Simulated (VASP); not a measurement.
# BiB (zincblende): one PBE relaxation of cell and atoms in two programs

Start cell

```
CELL_PARAMETERS angstrom
0.00000 2.67683 2.67683
2.67683 0.00000 2.67683
2.67683 2.67683 0.00000
ATOMIC_POSITIONS crystal
B 0.00000 0.00000 0.00000
Bi 0.25000 0.25000 0.25000
```

The two codes use different PAW datasets and cutoffs. VASP's cell holds 18 valence electrons and Ansatz's 18.

Cutoffs: 600 eV in VASP, 420 eV in Ansatz. k meshes: 8×8×8 and 8×8×8.

|  | VASP | Ansatz |
| --- | --- | --- |
| relaxed cell vector lengths | 3.903, 3.903, 3.903 Å | 3.903, 3.903, 3.903 Å |
| relaxed cell volume | 42.05 Å³ | 42.05 Å³ |
